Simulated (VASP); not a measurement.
A convergence study with VASP on CrO$_{2}$ (space group no. 136 when undisturbed): a few settings are varied, all else stays as given below, so the limit is that of these other settings. One atom is moved off its site, so that forces are finite.

```
CrO2
1.0
    4.44210     0.00000     0.00000
    0.00000     4.44210     0.00000
    0.00000     0.00000     2.93460
Cr O
2 4
Direct
  0.00000   0.00000   0.01704
  0.50000   0.50000   0.50000
  0.30300   0.30300   0.00000
  0.80300   0.19700   0.50000
  0.19700   0.80300   0.50000
  0.69700   0.69700   0.00000
```
Starting moments (μB, in the order of the record's atoms Cr Cr O O O O): 2.5 2.5 0.0 0.0 0.0 0.0.

Method: PBEsol GGA, VASP's PBE PAW potentials (set 64) (plane waves; VASP 6.6.1). The last row used: 400 eV cut-off, 8×8×11 Γ-centred mesh, Fermi-Dirac smearing of 0.10 eV, potentials Cr_pv O.

The moments were started parallel, and other spin orders were not tried in this run.

```
setting        E (eV/atom)  pressure (GPa)  largest force (eV/Å)  moment (μB)  irreducible k-points
-------------  -----------  --------------  --------------------  -----------  --------------------
EDIFF = 1E-01      -8.8389          -19.20                 0.509        4.040                   126
EDIFF = 1E-02      -8.8391          -11.14                 0.504        4.006                   126
EDIFF = 1E-03      -8.8389          -15.28                 0.501        3.999                   126
EDIFF = 1E-04      -8.8389          -16.03                 0.502        3.999                   126
EDIFF = 1E-05      -8.8389          -16.75                 0.503        3.999                   126
EDIFF = 1E-06      -8.8389          -16.63                 0.503        4.000                   126
EDIFF = 1E-07      -8.8389          -16.53                 0.503        3.999                   126
EDIFF = 1E-08      -8.8389          -16.52                 0.503        3.999                   126
EDIFF = 1E-10      -8.8389          -16.52                 0.503        3.999                   126
```

Left out are rungs that failed or repeat a setting and relaxations that didn't move; long series are thinned to 24 rows.

The structure is a typed CrO2 crystal (space group no. 136). The cell was not relaxed at this level, it is distorted from the ideal structure.
